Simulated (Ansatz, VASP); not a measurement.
One calculation of CaMg3Tl, two programs

File INCAR:

```
ALGO = Normal
EDIFF = 1E-6
ENCUT = 520
GGA = PE
ISIF = 2
ISMEAR = 0
LASPH = True
LCHARG = False
LREAL = False
LWAVE = False
NBANDS = 22
NELM = 100
PREC = Accurate
SIGMA = 0.1
```

KPOINTS

```
k-points
0
Gamma
  4 4 4
```

Contents of POSCAR:

```
CaMg3Tl
1.0
    4.9133378000      0.0000000000      0.0000000000
    0.0000000000      4.9133378000      0.0000000000
    0.0000000000      0.0000000000      4.9133378000
Ca Mg Tl
1 3 1
Direct
    0.5000000000      0.5000000000      0.5000000000
    0.5000000000      0.0000000000      0.0000000000
    0.0000000000      0.5000000000      0.0000000000
    0.0000000000      0.0000000000      0.5000000000
    0.0000000000      0.0000000000      0.0000000000
```

Input for Ansatz:

```yaml
crystal:
  lattice:
    - [4.9133378, 0.0, 0.0]
    - [0.0, 4.9133378, 0.0]
    - [0.0, 0.0, 4.9133378]
  atoms:
    - { symbol: Ca, position: [0.5, 0.5, 0.5] }
    - { symbol: Mg, position: [0.5, 0.0, 0.0] }
    - { symbol: Mg, position: [0.0, 0.5, 0.0] }
    - { symbol: Mg, position: [0.0, 0.0, 0.5] }
    - { symbol: Tl, position: [0.0, 0.0, 0.0] }
basis:
  ecutwfc: 420
kpoints:
  mp_grid: { grid: [4, 4, 4] }
hamiltonian:
  xc: pbe
scf:
  occupations: { method: gaussian, width: 0.1 }
  lower_state_search: "off"
output:
  forces: true
  stress: true
  eigenvalues: true
```

Alike in both runs: task single point; functional PBE; k mesh 4 × 4 × 4; occupations gaussian, width 0.1 eV; no spin polarisation.

|  | VASP | Ansatz |
| --- | --- | --- |
| version | VASP 6.6.1 | Ansatz 0.2.0 |
| potentials or method | VASP PAW PBE potentials, release 64 (Ca_sv, Mg, Tl_d) | scalar-relativistic, plane waves, PAW |
| plane-wave cutoff (eV) | 520 | 420 |
| valence electrons in the cell | 29 | 53 |

|  | VASP | Ansatz | Ansatz less VASP |
| --- | --- | --- | --- |
| gap on the k mesh at the Fermi level (eV) | none | none | - |
| pressure (GPa) | 14.9 | 15.0 | +0.06 |

A gap of «none» marks a metal or a gap that the smearing closes. The two sets of potentials don't hold the same shells in valence.

The runs have no spin-orbit coupling, so splittings on Tl are missing.
